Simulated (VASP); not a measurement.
A run of VASP 6.6.1:

INCAR

```
PREC = Accurate ; ENCUT = 520
EDIFF = 1E-6 ; ISMEAR = -1
SIGMA = 0.02 ; LREAL = Auto
LASPH = True ; NELM = 100
ALGO = Normal ; ISIF = 2
LWAVE = False ; LCHARG = True
GGA = CA ; LELF = True
LVHAR = True ; NBANDS = 38
```

Contents of KPOINTS:

```
regular mesh
0
Gamma
  1 1 1
```

POSCAR

```
H12CO5
1.0
    5.7184790000      0.0000000000      0.0000000000
    0.0000000000      5.7184790000      0.0000000000
    0.0000000000      0.0000000000      5.7184790000
O H C
5 12 1
Direct
    0.2950959512      0.6800759433      0.1117430002
    0.6169297815     -0.0025881008      1.0669270622
    0.0824345075      0.5840364195      0.6253585962
    0.3768309720      0.2926477478      0.3233377267
    0.8054589341      0.2243078973      0.7331320094
    0.4266519122      0.7910669953      0.1055875172
    0.2151621087      0.6678174389     -0.0482296079
    0.5112373413      0.1209237631      1.1354417844
    0.7124971518      0.0621144189      0.9352312040
   -0.0178718852      0.6980352643      0.5488347513
    0.1931632520      0.5549552600      0.5031232955
    0.3620718027      0.4362523671      0.2057190382
    0.2263713830      0.2106329323      0.3404226893
    0.4567648146      0.2681832005      0.7671095758
    0.9470175548      0.3094529157      0.6850597860
    0.6328605911      0.5107127262      0.8965845638
    0.5918531833      0.4754236223      0.5865895459
    0.6145165524      0.3821295838      0.7512312277
```

Potentials or basis: VASP PAW LDA potentials, release 64 (O, H, C).

Run with:

```sh
$ cat potpaw_LDA.64/O/POTCAR potpaw_LDA.64/H/POTCAR potpaw_LDA.64/C/POTCAR > POTCAR
$ mpirun -np 1 vasp_gam > vasp.out
```

Hardware: 1 thread of Intel(R) Xeon(R) 6975P-C (Granite Rapids), with other jobs on the host.

Estimate the wall time of this run.

It took 8.9 s on 1 thread of Intel(R) Xeon(R) 6975P-C (Granite Rapids) (shared host), peak memory 0.23 GiB. Counts: scf iterations 16, k points 1.
